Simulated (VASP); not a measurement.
Calculation: r2SCAN meta-GGA, VASP's PBE PAW potentials (set 64) (plane waves; VASP 6.6.1).

Input for VASP

**INCAR**
```
SYSTEM = CoAl(110) slab
PREC = Normal
ENCUT = 400
EDIFF = 1E-6
NELM = 100
ALGO = Normal
LREAL = .FALSE.
LASPH = .TRUE.
ISMEAR = 1
SIGMA = 0.1
METAGGA = R2SCAN
LMIXTAU = .TRUE.
LMAXMIX = 4
LWAVE = .FALSE.
LCHARG = .FALSE.
NELMIN = 4
LDIPOL = .TRUE.
IDIPOL = 3
DIPOL = 0.5 0.5 0.5
LVHAR = .TRUE.
LORBIT = 11
```

KPOINTS:
```
Automatic mesh
0
Gamma
10 7 1
0 0 0
```

File POSCAR:
```
CoAl(110) slab
1
    2.8216953664     0.0000000000     0.0000000000
    0.0000000000     3.9904800648     0.0000000000
    0.0000000000     0.0000000000    24.7753012408
Al Co
5 5
Direct
  0.5000000000   0.0000000000   0.3354183491
  0.5000000000   0.5000000000   0.4191689778
  0.5000000000   0.0000000000   0.5000000000
  0.5000000000   0.5000000000   0.5808310222
  0.5000000000   0.0000000000   0.6645816509
  0.0000000000   0.5000000000   0.3421842492
  1.0000000000   1.0000000000   0.4202378880
  0.0000000000   0.5000000000   0.5000000000
  0.0000000000   0.0000000000   0.5797621120
  0.0000000000   0.5000000000   0.6578157508
```

POTCAR, in this order: Al Co (PBE.64 set). Program: vasp_std. Read from the step before: WAVECAR.

Q: Predict the energy per atom (σ→0), band gap (on the k-mesh).

A: 
The energy per atom (σ→0) is -10.195 eV/atom and the band gap (on the k-mesh) is none (metal, semimetal or under 0.01 eV).

**OSZICAR**
```
       N       E                     dE             d eps       ncg     rms          rms(c)
DAV:   1    -0.101946230951E+03   -0.10195E+03   -0.12667E-06  1200   0.124E-02    0.221E-03
DAV:   2    -0.101946229398E+03    0.15532E-05   -0.49389E-06  1520   0.448E-02    0.101E-02
DAV:   3    -0.101946227791E+03    0.16072E-05   -0.29890E-06  1084   0.383E-02    0.964E-04
DAV:   4    -0.101946228802E+03   -0.10115E-05   -0.33932E-07   960   0.543E-03    0.587E-04
DAV:   5    -0.101946229855E+03   -0.10528E-05   -0.11808E-07   888   0.382E-03    0.191E-04
DAV:   6    -0.101946230345E+03   -0.49022E-06   -0.49036E-08   888   0.182E-03
   1 F= -.10194623E+03 E0= -.10194534E+03  d E =-.265969E-02
```

The cell is a thin slab with vacuum, built from CoAl (CsCl type): (110) face. The run is not spin-polarised, so no magnetic state was tried.
